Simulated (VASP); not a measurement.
Output of a VASP run:

OUTCAR:
```
 ion  position               nearest neighbor table
   1  0.333  0.667  0.250-   2 3.17   2 3.17   2 3.17   2 3.17   2 3.17   2 3.17
   2  0.667  0.333  0.750-   1 3.17   1 3.17   1 3.17   1 3.17   1 3.17   1 3.17
  LATTYP: Found a hexagonal cell.
 ALAT       =     3.2766724326
 C/A-ratio  =     1.5511658976
 Subroutine PRICEL returns:
 Original cell was already a primitive cell.
 Subroutine GETGRP returns: Found 24 space group operations
The static configuration has the point symmetry D_3d.
 The point group associated with its full space group is D_6h.
The dynamic configuration has the point symmetry D_3d.
 Subroutine INISYM returns: Found 24 space group operations
 Subroutine IBZKPT returns following result:
 Found     84 irreducible k-points:

 Following reciprocal coordinates:
            Coordinates               Weight
  0.000000  0.000000  0.000000      1.000000
  0.076923  0.000000  0.000000      6.000000
  0.153846  0.000000  0.000000      6.000000
  0.230769  0.000000  0.000000      6.000000
  0.307692  0.000000  0.000000      6.000000
  0.384615  0.000000  0.000000      6.000000
  0.461538  0.000000  0.000000      6.000000
  0.076923  0.076923  0.000000      6.000000
  0.153846  0.076923  0.000000     12.000000
  0.230769  0.076923  0.000000     12.000000
  0.307692  0.076923  0.000000     12.000000
  0.384615  0.076923  0.000000     12.000000
  0.461538  0.076923  0.000000      6.000000
  0.153846  0.153846  0.000000      6.000000
  0.230769  0.153846  0.000000     12.000000
  0.307692  0.153846  0.000000     12.000000
  0.384615  0.153846  0.000000     12.000000
  0.230769  0.230769  0.000000      6.000000
  0.307692  0.230769  0.000000     12.000000
  0.384615  0.230769  0.000000      6.000000
  0.307692  0.307692  0.000000      6.000000
  0.000000  0.000000  0.142857      2.000000
  0.076923  0.000000  0.142857     12.000000
  0.153846  0.000000  0.142857     12.000000
  0.230769  0.000000  0.142857     12.000000
  0.307692  0.000000  0.142857     12.000000
  0.384615  0.000000  0.142857     12.000000
  0.461538  0.000000  0.142857     12.000000
  0.076923  0.076923  0.142857     12.000000
  0.153846  0.076923  0.142857     24.000000
  0.230769  0.076923  0.142857     24.000000
  0.307692  0.076923  0.142857     24.000000
  0.384615  0.076923  0.142857     24.000000
  0.461538  0.076923  0.142857     12.000000
  0.153846  0.153846  0.142857     12.000000
  0.230769  0.153846  0.142857     24.000000
  0.307692  0.153846  0.142857     24.000000
  0.384615  0.153846  0.142857     24.000000
  0.230769  0.230769  0.142857     12.000000
  0.307692  0.230769  0.142857     24.000000
   k-points           NKPTS =     84   k-points in BZ     NKDIM =     84   number of bands    NBANDS=     15
   number of dos      NEDOS =    301   number of ions     NIONS =      2
   total plane-waves  NPLWV =  23040
   dimension x,y,z NGX =    24 NGY =   24 NGZ =   40
   dimension x,y,z NGXF=    48 NGYF=   48 NGZF=   80
   ions per type =               2
   PREC   = accura    normal or accurate (medium, high low for compatibility)
   ISTART =      0    job   : 0-new  1-cont  2-samecut
   ICHARG =      2    charge: 1-file 2-atom 10-const
   ISPIN  =      1    spin polarized calculation?
   LNONCOLLINEAR =      F non collinear calculations
   LSORBIT =      F    spin-orbit coupling
   INIWAV =      1    electr: 0-lowe 1-rand  2-diag
   ENCUT  =  500.0 eV  36.75 Ry    6.06 a.u.   5.97  5.97  9.27*2*pi/ulx,y,z
   NELM   =    100;   NELMIN=  2; NELMDL= -5     # of ELM steps
   EDIFF  = 0.1E-05   stopping-criterion for ELM
   LREAL  =      F    real-space projection
   NLSPLINE    = F    spline interpolate recip. space projectors
   LMAXMIX     =    4 max onsite mixed and CHGCAR
   VOSKOWN=      0    Vosko Wilk Nusair interpolation
   EDIFFG = -.2E-01   stopping-criterion for IOM
   NSW    =     40    number of steps for IOM
...
```

**OSZICAR**
```
       N       E                     dE             d eps       ncg     rms          rms(c)
DAV:   1     0.380553673894E+03    0.38055E+03   -0.10933E+04  2520   0.152E+03
DAV:   2     0.904826660037E+01   -0.37151E+03   -0.36584E+03  3521   0.663E+02
DAV:   3    -0.143557282697E+02   -0.23404E+02   -0.22786E+02  4231   0.189E+02
DAV:   4    -0.146896406274E+02   -0.33391E+00   -0.33247E+00  3871   0.229E+01
DAV:   5    -0.146957653590E+02   -0.61247E-02   -0.61059E-02  4211   0.290E+00    0.825E+00
DAV:   6    -0.133968210509E+02    0.12989E+01   -0.29491E+00  3150   0.227E+01    0.246E+00
DAV:   7    -0.132227213923E+02    0.17410E+00   -0.74307E-01  3269   0.104E+01    0.832E-01
DAV:   8    -0.132110626931E+02    0.11659E-01   -0.27054E-02  3430   0.248E+00    0.238E-01
DAV:   9    -0.132097523891E+02    0.13103E-02   -0.71961E-03  3333   0.104E+00    0.189E-02
DAV:  10    -0.132097687545E+02   -0.16365E-04   -0.10205E-04  4129   0.161E-01    0.703E-03
DAV:  11    -0.132097664486E+02    0.23059E-05   -0.23192E-06  2621   0.225E-02    0.208E-03
DAV:  12    -0.132097676818E+02   -0.12331E-05   -0.47310E-07  2156   0.141E-02    0.104E-03
DAV:  13    -0.132097674395E+02    0.24222E-06   -0.14721E-07  1883   0.769E-03
   1 F= -.13209767E+02 E0= -.13209181E+02  d E =-.132098E+02
       N       E                     dE             d eps       ncg     rms          rms(c)
DAV:   1    -0.132100140444E+02   -0.24636E-03   -0.28838E-02  2709   0.362E+00    0.112E-01
DAV:   2    -0.132099609195E+02    0.53125E-04   -0.20737E-03  4005   0.769E-01    0.702E-02
DAV:   3    -0.132098522108E+02    0.10871E-03   -0.36452E-04  4600   0.275E-01    0.101E-02
DAV:   4    -0.132098499223E+02    0.22884E-05   -0.18446E-05  3586   0.706E-02    0.553E-03
DAV:   5    -0.132098499479E+02   -0.25567E-07   -0.48153E-07  1617   0.162E-02
   2 F= -.13209850E+02 E0= -.13209302E+02  d E =-.825084E-04
```

OUTCAR:
```
------------------------ aborting loop because EDIFF is reached ----------------------------------------
  FORCE on cell =-STRESS in cart. coord.  units (eV):
  Direction    XX          YY          ZZ          XY          YZ          ZX
  --------------------------------------------------------------------------------------
  Total        0.0168366      0.0168366     -0.0249583      0.0000000      0.0000000      0.0000000
  in kB        0.5707224      0.5707224     -0.8460256      0.0000000      0.0000000      0.0000000
  external PRESSURE =       0.0984731 kB  Pullay stress =       0.0000000 kB
  volume of cell :       47.27
      direct lattice vectors                 reciprocal lattice vectors
     1.639508579 -2.839712075  0.000000000     0.304969432 -0.176074189 -0.000000000
     1.639508579  2.839712075 -0.000000000     0.304969432  0.176074189 -0.000000000
     0.000000000 -0.000000000  5.076020142    -0.000000000  0.000000000  0.197004734
 POSITION                                       TOTAL-FORCE (eV/Angst)
 -----------------------------------------------------------------------------------
      1.63951      0.94657      1.26901        -0.000000     -0.000000     -0.000000
      1.63951     -0.94657      3.80702         0.000000      0.000000      0.000000
 -----------------------------------------------------------------------------------
    total drift:                               -0.000117      0.000682     -0.000015
  FREE ENERGIE OF THE ION-ELECTRON SYSTEM (eV)
  ---------------------------------------------------
  free  energy   TOTEN  =       -13.2098499479 eV

  energy  without entropy=      -13.2082060968  energy(sigma->0) =      -13.20930200

 reached required accuracy - stopping structural energy minimisation
```
(Selected blocks of OUTCAR.)

POSCAR:
```
Sc
1
    1.6383362526    -2.8376815455    -0.0000000000
    1.6383362526     2.8376815455     0.0000000000
   -0.0000000000     0.0000000000     5.0826625350
Sc
2
Direct
  0.3333330000   0.6666670000   0.2500000000
  0.6666670000   0.3333330000   0.7500000000
```

### Question
Write an INCAR and KPOINTS that could have produced this output.

### Answer
This is not unique; one that fits is the input of the run itself, PBEsol GGA, plane waves, VASP's PBE PAW potentials (set 64).

### INCAR
```
ALGO=Normal
EDIFF=1E-6
EDIFFG=-0.02
ENCUT=500
GGA=PS
IBRION=2
ISIF=3
ISMEAR=1
LASPH=.TRUE.
LCHARG=.FALSE.
LMAXMIX=4
LREAL=.FALSE.
LWAVE=.FALSE.
NELM=100
NSW=40
PREC=Accurate
SIGMA=0.1
SYSTEM=Sc
```

### KPOINTS
```
Automatic mesh
0
Gamma
13 13 7
0 0 0
```

POTCAR, in this order: Sc_sv (PBE.64 set). Program: vasp_std.

The compound is Sc in the hcp structure. This run relaxes it. Symmetry was kept, so distortions that lower it aren't found.
